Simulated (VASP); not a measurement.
Level of theory: PBE GGA, VASP's PBE PAW potentials (set 64) (plane waves; VASP).

Input for VASP

**INCAR**
```
SYSTEM = Ga35GeN36
PREC = Normal
ENCUT = 400
EDIFF = 1E-5
NELM = 100
ALGO = Fast
LREAL = Auto
LASPH = .TRUE.
ISMEAR = 0
SIGMA = 0.05
GGA = PE
LMAXMIX = 4
LWAVE = .TRUE.
LCHARG = .FALSE.
NELMIN = 4
ISYM = 0
ISPIN = 2
NUPDOWN = 1
MAGMOM = 72*0.0139
LORBIT = 10
IBRION = 2
ISIF = 2
NSW = 60
EDIFFG = -0.03
```

KPOINTS:
```
K-points
0
G
1 1 1
0 0 0
```

File POSCAR:
```
Ga35GeN36
1
    4.8683178927    -8.4321738171     0.0000000000
    4.8683178927     8.4321738171     0.0000000000
    0.0000000000     0.0000000000    10.5562839806
Ga N Ge
35 36 1
Direct
  0.2222220000   0.1111110000   0.2500000000
  0.1111110000   0.2222220000   0.0000000000
  0.2222220000   0.1111110000   0.7500000000
  0.1075820000   0.2211740000   0.4992540000
  0.2161800000   0.4414330000   0.2457970000
  0.1111110000   0.5555560000   0.0000000000
  0.2260990000   0.4435850000   0.7485860000
  0.1102450000   0.5540330000   0.5045960000
  0.2222220000   0.7777780000   0.2500000000
  0.1111110000   0.8888890000   0.0000000000
  0.2222220000   0.7777780000   0.7500000000
  0.1111110000   0.8888890000   0.5000000000
  0.5555560000   0.1111110000   0.2500000000
  0.4444440000   0.2222220000   0.0000000000
  0.5555560000   0.1111110000   0.7500000000
  0.4461440000   0.2185300000   0.4976840000
  0.5575120000   0.4476160000   0.2539430000
  0.4444440000   0.5555560000   0.0000000000
  0.5498240000   0.4400290000   0.7534860000
  0.5602940000   0.7819460000   0.2489580000
  0.4444440000   0.8888890000   0.0000000000
  0.5493940000   0.7740510000   0.7528080000
  0.4446970000   0.8860930000   0.4977150000
  0.8888890000   0.1111110000   0.2500000000
  0.7777780000   0.2222220000   0.0000000000
  0.8888890000   0.1111110000   0.7500000000
  0.7777780000   0.2222220000   0.5000000000
  0.8888890000   0.4444440000   0.2500000000
  0.7777780000   0.5555560000   0.0000000000
  0.8888890000   0.4444440000   0.7500000000
  0.7758290000   0.5530480000   0.4974090000
  0.8888890000   0.7777780000   0.2500000000
  0.7777780000   0.8888890000   0.0000000000
  0.8888890000   0.7777780000   0.7500000000
  0.7772860000   0.8904000000   0.5000870000
  0.2222220000   0.1111110000   0.4385000000
  0.1111110000   0.2222220000   0.1885000000
  0.2222220000   0.1111110000   0.9385000000
  0.1111110000   0.2222220000   0.6885000000
  0.2230530000   0.4445900000   0.4340300000
  0.1111110000   0.5555560000   0.1885000000
  0.2222220000   0.4444440000   0.9385000000
  0.1111110000   0.5555560000   0.6885000000
  0.2222220000   0.7777780000   0.4385000000
  0.1111110000   0.8888890000   0.1885000000
  0.2222220000   0.7777780000   0.9385000000
  0.1111110000   0.8888890000   0.6885000000
  0.5555560000   0.1111110000   0.4385000000
  0.4444440000   0.2222220000   0.1885000000
  0.5555560000   0.1111110000   0.9385000000
  0.4444440000   0.2222220000   0.6885000000
  0.5519610000   0.4441200000   0.4357410000
  0.4444440000   0.5555560000   0.1885000000
  0.5555560000   0.4444440000   0.9385000000
  0.4470490000   0.5578830000   0.6904340000
  0.5553230000   0.7724720000   0.4391340000
  0.4444440000   0.8888890000   0.1885000000
  0.5555560000   0.7777780000   0.9385000000
  0.4444440000   0.8888890000   0.6885000000
  0.8888890000   0.1111110000   0.4385000000
  0.7777780000   0.2222220000   0.1885000000
  0.8888890000   0.1111110000   0.9385000000
  0.7777780000   0.2222220000   0.6885000000
  0.8888890000   0.4444440000   0.4385000000
  0.7777780000   0.5555560000   0.1885000000
  0.8888890000   0.4444440000   0.9385000000
  0.7777780000   0.5555560000   0.6885000000
  0.8888890000   0.7777780000   0.4385000000
  0.7777780000   0.8888890000   0.1885000000
  0.8888890000   0.7777780000   0.9385000000
  0.7777780000   0.8888890000   0.6885000000
  0.4397140000   0.5552520000   0.4992920000
```

POTCAR, in this order: Ga N Ge (PBE.64 set). Program: vasp_gam.

The run wrote:

OSZICAR:
```
...
RMM:  15    -0.433172263235E+03    0.24013E-04   -0.37694E-04   751   0.381E-02    0.196E-02
RMM:  16    -0.433172283323E+03   -0.20088E-04   -0.27933E-04   720   0.296E-02    0.201E-02
RMM:  17    -0.433172275744E+03    0.75791E-05   -0.43969E-05   557   0.131E-02
   1 F= -.43317228E+03 E0= -.43317228E+03  d E =-.433172E+03  mag=     1.0000
       N       E                     dE             d eps       ncg     rms          rms(c)
DAV:   1    -0.433471677134E+03   -0.29939E+00   -0.11215E+02   768   0.257E+01    0.262E+00
RMM:   2    -0.433649353120E+03   -0.17768E+00   -0.27479E+00   728   0.356E+00    0.123E+00
RMM:   3    -0.433641157641E+03    0.81955E-02   -0.36552E-01   764   0.126E+00    0.770E-01
RMM:   4    -0.433632435737E+03    0.87219E-02   -0.87736E-02   736   0.579E-01    0.334E-01
RMM:   5    -0.433634266771E+03   -0.18310E-02   -0.27289E-02   843   0.282E-01    0.195E-01
RMM:   6    -0.433634274088E+03   -0.73168E-05   -0.36488E-03   741   0.121E-01    0.106E-01
RMM:   7    -0.433634382141E+03   -0.10805E-03   -0.10803E-03   822   0.599E-02    0.477E-02
RMM:   8    -0.433634355698E+03    0.26443E-04   -0.29212E-04   731   0.329E-02    0.245E-02
RMM:   9    -0.433634369793E+03   -0.14095E-04   -0.13404E-04   772   0.198E-02    0.155E-02
RMM:  10    -0.433634364758E+03    0.50353E-05   -0.23053E-05   472   0.947E-03
   2 F= -.43363436E+03 E0= -.43363436E+03  d E =-.462089E+00  mag=     1.0000
       N       E                     dE             d eps       ncg     rms          rms(c)
DAV:   1    -0.433695645769E+03   -0.61276E-01   -0.80007E+00   800   0.689E+00    0.686E-01
RMM:   2    -0.433706252835E+03   -0.10607E-01   -0.18991E-01   728   0.935E-01    0.322E-01
RMM:   3    -0.433705619511E+03    0.63332E-03   -0.26940E-02   773   0.331E-01    0.209E-01
RMM:   4    -0.433704805841E+03    0.81367E-03   -0.66320E-03   729   0.159E-01    0.705E-02
RMM:   5    -0.433704892817E+03   -0.86975E-04   -0.17813E-03   839   0.736E-02    0.422E-02
RMM:   6    -0.433704887020E+03    0.57964E-05   -0.41014E-04   730   0.366E-02    0.257E-02
RMM:   7    -0.433704885450E+03    0.15702E-05   -0.62086E-05   625   0.161E-02
   3 F= -.43370489E+03 E0= -.43370489E+03  d E =-.532610E+00  mag=     1.0000
       N       E                     dE             d eps       ncg     rms          rms(c)
DAV:   1    -0.433738738724E+03   -0.33852E-01   -0.10735E+01   740   0.819E+00    0.635E-01
RMM:   2    -0.433753386466E+03   -0.14648E-01   -0.20192E-01   729   0.942E-01    0.288E-01
RMM:   3    -0.433753717627E+03   -0.33116E-03   -0.27079E-02   752   0.341E-01    0.196E-01
RMM:   4    -0.433753012337E+03    0.70529E-03   -0.65964E-03   731   0.165E-01    0.661E-02
RMM:   5    -0.433753130688E+03   -0.11835E-03   -0.15703E-03   834   0.748E-02    0.375E-02
RMM:   6    -0.433753134935E+03   -0.42470E-05   -0.21255E-04   748   0.304E-02    0.214E-02
RMM:   7    -0.433753138085E+03   -0.31501E-05   -0.48246E-05   563   0.139E-02
   4 F= -.43375314E+03 E0= -.43375314E+03  d E =-.482526E-01  mag=     1.0000
       N       E                     dE             d eps       ncg     rms          rms(c)
DAV:   1    -0.433753148297E+03   -0.13362E-04   -0.35192E-03   816   0.148E-01    0.128E-02
RMM:   2    -0.433753154210E+03   -0.59132E-05   -0.70391E-05   584   0.177E-02    0.556E-03
RMM:   3    -0.433753154947E+03   -0.73648E-06   -0.11016E-05   451   0.702E-03    0.386E-03
RMM:   4    -0.433753154951E+03   -0.38635E-08   -0.24321E-06   420   0.326E-03
   5 F= -.43375315E+03 E0= -.43375315E+03  d E =-.482695E-01  mag=     1.0000
       N       E                     dE             d eps       ncg     rms          rms(c)
DAV:   1    -0.433762781694E+03   -0.96267E-02   -0.22830E+00   752   0.384E+00    0.260E-01
RMM:   2    -0.433765653464E+03   -0.28718E-02   -0.39674E-02   728   0.427E-01    0.117E-01
RMM:   3    -0.433765957225E+03   -0.30376E-03   -0.65426E-03   795   0.162E-01    0.910E-02
RMM:   4    -0.433765769107E+03    0.18812E-03   -0.11895E-03   731   0.747E-02    0.270E-02
RMM:   5    -0.433765778888E+03   -0.97810E-05   -0.26018E-04   805   0.336E-02    0.171E-02
RMM:   6    -0.433765779216E+03   -0.32833E-06   -0.10376E-04   697   0.181E-02    0.112E-02
RMM:   7    -0.433765778279E+03    0.93718E-06   -0.12465E-05   440   0.800E-03
   6 F= -.43376578E+03 E0= -.43376578E+03  d E =-.126233E-01  mag=     1.0000
       N       E                     dE             d eps       ncg     rms          rms(c)
DAV:   1    -0.433766500942E+03   -0.72173E-03   -0.44681E-01   816   0.170E+00    0.116E-01
RMM:   2    -0.433767060019E+03   -0.55908E-03   -0.77416E-03   728   0.189E-01    0.514E-02
RMM:   3    -0.433767125053E+03   -0.65035E-04   -0.13095E-03   800   0.721E-02    0.402E-02
RMM:   4    -0.433767090070E+03    0.34983E-04   -0.22853E-04   734   0.328E-02    0.124E-02
RMM:   5    -0.433767091500E+03   -0.14296E-05   -0.48229E-05   570   0.149E-02
   7 F= -.43376709E+03 E0= -.43376709E+03  d E =-.139365E-01  mag=     1.0000
       N       E                     dE             d eps       ncg     rms          rms(c)
DAV:   1    -0.433770661388E+03   -0.35713E-02   -0.11191E+00   752   0.269E+00    0.189E-01
RMM:   2    -0.433772014680E+03   -0.13533E-02   -0.18774E-02   728   0.301E-01    0.861E-02
RMM:   3    -0.433772134062E+03   -0.11938E-03   -0.30954E-03   788   0.114E-01    0.626E-02
RMM:   4    -0.433772050389E+03    0.83673E-04   -0.55808E-04   735   0.511E-02    0.192E-02
RMM:   5    -0.433772058415E+03   -0.80253E-05   -0.15299E-04   789   0.239E-02    0.104E-02
RMM:   6    -0.433772058807E+03   -0.39262E-06   -0.31279E-05   505   0.111E-02
   8 F= -.43377206E+03 E0= -.43377206E+03  d E =-.496731E-02  mag=     1.0000
       N       E                     dE             d eps       ncg     rms          rms(c)
DAV:   1    -0.433772045957E+03    0.12457E-04   -0.28960E-02   864   0.433E-01    0.308E-02
RMM:   2    -0.433772082492E+03   -0.36535E-04   -0.48522E-04   728   0.484E-02    0.143E-02
RMM:   3    -0.433772086284E+03   -0.37924E-05   -0.83028E-05   619   0.186E-02    0.102E-02
RMM:   4    -0.433772084505E+03    0.17791E-05   -0.14706E-05   440   0.841E-03
   9 F= -.43377208E+03 E0= -.43377208E+03  d E =-.499301E-02  mag=     1.0000
       N       E                     dE             d eps       ncg     rms          rms(c)
DAV:   1    -0.433772974182E+03   -0.88790E-03   -0.50357E-01   752   0.179E+00    0.130E-01
RMM:   2    -0.433773626562E+03   -0.65238E-03   -0.88606E-03   728   0.209E-01    0.619E-02
RMM:   3    -0.433773704803E+03   -0.78241E-04   -0.15396E-03   806   0.786E-02    0.463E-02
RMM:   4    -0.433773662284E+03    0.42520E-04   -0.28064E-04   733   0.364E-02    0.149E-02
RMM:   5    -0.433773662469E+03   -0.18568E-06   -0.53348E-05   612   0.159E-02
  10 F= -.43377366E+03 E0= -.43377366E+03  d E =-.157796E-02  mag=     1.0000
       N       E                     dE             d eps       ncg     rms          rms(c)
DAV:   1    -0.433773666842E+03   -0.45580E-05   -0.46399E-03   864   0.172E-01    0.123E-02
RMM:   2    -0.433773670563E+03   -0.37210E-05   -0.65966E-05   599   0.177E-02    0.543E-03
RMM:   3    -0.433773670742E+03   -0.17905E-06   -0.94950E-06   440   0.672E-03    0.344E-03
RMM:   4    -0.433773670572E+03    0.16939E-06   -0.16980E-06   355   0.286E-03
  11 F= -.43377367E+03 E0= -.43377367E+03  d E =-.158607E-02  mag=     1.0000
       N       E                     dE             d eps       ncg     rms          rms(c)
DAV:   1    -0.433774173567E+03   -0.50283E-03   -0.13954E-01   752   0.959E-01    0.732E-02
RMM:   2    -0.433774353027E+03   -0.17946E-03   -0.25694E-03   728   0.113E-01    0.342E-02
RMM:   3    -0.433774365117E+03   -0.12090E-04   -0.41215E-04   786   0.420E-02    0.238E-02
RMM:   4    -0.433774353517E+03    0.11601E-04   -0.79669E-05   719   0.192E-02    0.735E-03
RMM:   5    -0.433774354173E+03   -0.65591E-06   -0.16478E-05   446   0.881E-03
  12 F= -.43377435E+03 E0= -.43377435E+03  d E =-.683601E-03  mag=     1.0000
```

**OUTCAR**
```
------------------------ aborting loop because EDIFF is reached ----------------------------------------
  FORCE on cell =-STRESS in cart. coord.  units (eV):
  Direction    XX          YY          ZZ          XY          YZ          ZX
  --------------------------------------------------------------------------------------
  Total       -5.1722036     -4.8488564    -13.0657835     -0.0051996     -0.0132696     -0.0187998
  in kB       -9.5615137     -8.9637631    -24.1538575     -0.0096122     -0.0245306     -0.0347539
  external PRESSURE =     -14.2263781 kB  Pullay stress =       0.0000000 kB
  volume of cell :      866.68
      direct lattice vectors                 reciprocal lattice vectors
     4.868317893 -8.432173817  0.000000000     0.102704879 -0.059296690  0.000000000
     4.868317893  8.432173817  0.000000000     0.102704879  0.059296690  0.000000000
     0.000000000  0.000000000 10.556283981     0.000000000  0.000000000  0.094730305
  FREE ENERGIE OF THE ION-ELECTRON SYSTEM (eV)
  ---------------------------------------------------
  free  energy   TOTEN  =      -433.7743541728 eV

  energy  without entropy=     -433.7743541728  energy(sigma->0) =     -433.77435417

 total charge

# of ion       s       p       d       tot
------------------------------------------
    1        0.992   1.344   0.358   2.694
    2        0.992   1.337   0.355   2.684
    3        0.993   1.343   0.357   2.693
    4        0.992   1.325   0.349   2.666
    5        0.992   1.337   0.354   2.683
    6        0.992   1.337   0.355   2.684
    7        0.994   1.333   0.352   2.679
    8        0.992   1.325   0.349   2.666
    9        0.992   1.344   0.358   2.694
   10        0.992   1.344   0.358   2.695
   11        0.993   1.343   0.357   2.693
   12        0.993   1.345   0.357   2.695
   13        0.992   1.344   0.358   2.693
   14        0.992   1.337   0.355   2.684
   15        0.993   1.342   0.356   2.692
   16        0.992   1.325   0.350   2.667
   17        0.992   1.337   0.354   2.683
   18        0.994   1.350   0.360   2.705
   19        0.994   1.333   0.352   2.679
   20        0.992   1.337   0.354   2.683
   21        0.992   1.337   0.355   2.684
   22        0.994   1.333   0.352   2.678
   23        0.992   1.325   0.349   2.666
   24        0.992   1.344   0.358   2.694
   25        0.992   1.343   0.357   2.693
   26        0.993   1.343   0.357   2.692
   27        0.993   1.343   0.357   2.693
   28        0.992   1.344   0.358   2.694
   29        0.992   1.337   0.355   2.684
   30        0.993   1.343   0.357   2.693
   31        0.992   1.325   0.350   2.667
   32        0.992   1.344   0.358   2.694
   33        0.992   1.337   0.355   2.685
   34        0.993   1.343   0.357   2.693
   35        0.992   1.325   0.349   2.667
   36        1.238   2.448   0.000   3.686
   37        1.237   2.445   0.000   3.683
   38        1.237   2.448   0.000   3.685
   39        1.238   2.448   0.000   3.685
   40        1.245   2.435   0.000   3.680
   41        1.237   2.446   0.000   3.683
   42        1.237   2.445   0.000   3.683
   43        1.238   2.448   0.000   3.686
   44        1.238   2.448   0.000   3.686
   45        1.237   2.448   0.000   3.685
   46        1.237   2.448   0.000   3.686
   47        1.237   2.446   0.000   3.684
   48        1.239   2.442   0.000   3.681
   49        1.237   2.446   0.000   3.683
   50        1.237   2.447   0.000   3.684
   51        1.238   2.448   0.000   3.686
   52        1.245   2.435   0.000   3.680
   53        1.237   2.453   0.000   3.690
   54        1.237   2.445   0.000   3.683
   55        1.244   2.438   0.000   3.682
   56        1.245   2.435   0.000   3.680
   57        1.237   2.445   0.000   3.683
   58        1.237   2.445   0.000   3.683
   59        1.238   2.448   0.000   3.686
   60        1.239   2.442   0.000   3.681
   61        1.237   2.449   0.000   3.686
   62        1.237   2.447   0.000   3.684
   63        1.237   2.447   0.000   3.684
   64        1.239   2.442   0.000   3.681
   65        1.237   2.446   0.000   3.683
   66        1.237   2.448   0.000   3.685
   67        1.238   2.448   0.000   3.686
   68        1.238   2.448   0.000   3.686
   69        1.237   2.446   0.000   3.683
   70        1.237   2.448   0.000   3.685
   71        1.238   2.448   0.000   3.686
   72        1.016   1.228   0.266   2.510
--------------------------------------------------
tot         80.339 136.093  12.690 229.122

 magnetization (x)

# of ion       s       p       d       tot
------------------------------------------
    1        0.007  -0.000  -0.000   0.006
    2        0.008   0.000  -0.000   0.007
    3        0.007  -0.000  -0.000   0.007
    4        0.009   0.000  -0.000   0.009
    5        0.007   0.000  -0.000   0.007
    6        0.008   0.000  -0.000   0.007
    7        0.008   0.000  -0.000   0.008
    8        0.009   0.000  -0.000   0.009
    9        0.007  -0.000  -0.000   0.006
...
```
(Selected blocks of OUTCAR.)

### CONTCAR
```
Ga35GeN36
   1.00000000000000
     4.8683178927000004   -8.4321738171000007    0.0000000000000000
     4.8683178927000004    8.4321738171000007    0.0000000000000000
     0.0000000000000000    0.0000000000000000   10.5562839805999999
  Ga              N               Ge
    35    36     1
Direct
     0.2220343977015639    0.1108333305496966    0.2494594047231301
     0.1111224241636605    0.2220305084600891    0.9997417550369739
     0.2216618977220333    0.1101878403734091    0.7507108446719070
     0.1101459121816560    0.2195264651264161    0.5007438024887320
     0.2225496407063453    0.4447456158915155    0.2481709073103786
     0.1110561736028079    0.5556456414284302    0.9997795283026872
     0.2195477295406362    0.4428437317237122    0.7499241689254713
     0.1100419818288924    0.5569696117390298    0.5010501131520548
     0.2220389443227737    0.7777359879053565    0.2496211224091028
     0.1109961937488781    0.8887184256367033    0.9999375853035137
     0.2218832136830374    0.7777346549054169    0.7508003578001281
     0.1107916026397859    0.8884674981514296    0.5001253236240694
     0.5560055425033953    0.1113468695827973    0.2495293967544465
     0.4442396227695123    0.2221406977429771    0.9998577992512947
     0.5556068184999856    0.1109026534908508    0.7506485302805727
     0.4422710474217147    0.2191788037000268    0.5009545191675623
     0.5550155092737201    0.4446136801081893    0.2482365965895492
     0.4443792729163478    0.5554739604403124    0.9993772771214411
     0.5561415449274473    0.4427749032627006    0.7498009537940351
     0.5552715270230981    0.7770945398592167    0.2481924943055136
     0.4442336169399775    0.8887401317002532    0.9999512289697672
     0.5562673449077089    0.7796218388017293    0.7498916447838273
     0.4426192015056282    0.8889037649500395    0.5008540729589739
     0.8885324879478833    0.1111976358727642    0.2494510890668555
     0.7777641206097732    0.2222476947637786    0.9997341985423579
     0.8885824263774252    0.1110163222870146    0.7506322350213172
     0.7775884150880572    0.2220043885307510    0.5006559621908295
     0.8884665856574872    0.4440957828645598    0.2494844776707525
     0.7776513232026522    0.5555243199059664    0.9999219816793358
     0.8884692414846034    0.4440255171241576    0.7507149974485519
     0.7793429307091307    0.5567816699625474    0.5009540630839575
     0.8891781867094947    0.7779509351016378    0.2496946721351838
     0.7776968585012899    0.8887033285531348    0.9997703076691858
     0.8888603762263918    0.7775297264288794    0.7508165682481448
     0.7794530483831671    0.8888557657329786    0.5011684123147746
     0.2217844083345134    0.1105255566429379    0.4379879715314564
     0.1112420488436356    0.2227274398421819    0.1889035860765214
     0.2221943352121455    0.1110504329619093    0.9386212488805203
     0.1109240511791065    0.2216978318505716    0.6882207848432830
     0.2289756487809427    0.4477520100697144    0.4403151495998616
     0.1111132460987316    0.5552106014300779    0.1888835769866503
     0.2226526914233712    0.4445964836345616    0.9373578357039430
     0.1108549736030329    0.5553936422257837    0.6885224694016805
     0.2219259107210893    0.7774296923657904    0.4381572789368979
     0.1111472421434873    0.8888245869241179    0.1883390578334922
     0.2222609141913764    0.7776710428605909    0.9386705200241927
     0.1106637783630416    0.8883494212571449    0.6883544343288978
     0.5555852267657008    0.1107578187495464    0.4381729742237895
     0.4446902619029575    0.2227453765099952    0.1889460290736145
     0.5553122086118144    0.1109525403694499    0.9387084949190737
     0.4439240163773746    0.2215563500502207    0.6883686709305811
     0.5513175489331986    0.4473445073377588    0.4403406868336143
     0.4442042360216921    0.5554763723134715    0.1877608755410357
     0.5550945021726974    0.4446165901129094    0.9372510254901261
     0.4439376345095699    0.5550001942846293    0.6816840442597396
     0.5515185469025877    0.7697604314016955    0.4402710354761256
     0.4447522177714774    0.8886120226198650    0.1890262685064251
     0.5551015789967899    0.7770689810259495    0.9373664262676363
     0.4440906151241590    0.8885224484039401    0.6883172118103080
     0.8883283853555967    0.1106432034736477    0.4381429056927921
     0.7778094560321918    0.2222727706825647    0.1881897141360401
     0.8889287188254025    0.1109670076761328    0.9385579900133854
     0.7775735770089656    0.2220090951590730    0.6886332986236463
     0.8882831426178257    0.4439336976771676    0.4381818065617404
     0.7770360531104574    0.5553898903380333    0.1890345773152031
     0.8888449877099268    0.4446286901820620    0.9386464429973183
     0.7774015464076847    0.5553431093621544    0.6883905322637369
     0.8885413541172703    0.7774254280324443    0.4382291128982702
     0.7772211012476287    0.8885546269337066    0.1888433261948450
     0.8886485884067152    0.7776139094631329    0.9387636760793523
     0.7774612854894701    0.8884871896536105    0.6885628913695496
     0.4437767992583946    0.5547357634629885    0.4998716755782123
```

At this cut-off the stress carries a Pulay error, which pulls relaxed volumes low. The supercell is sampled at Γ alone, which is coarse: total energies, pressure and levels can be off, energies of defects by several tenths of an eV.

The cell is a supercell with a defect, built from GaN (wurtzite): Ge_Ga.
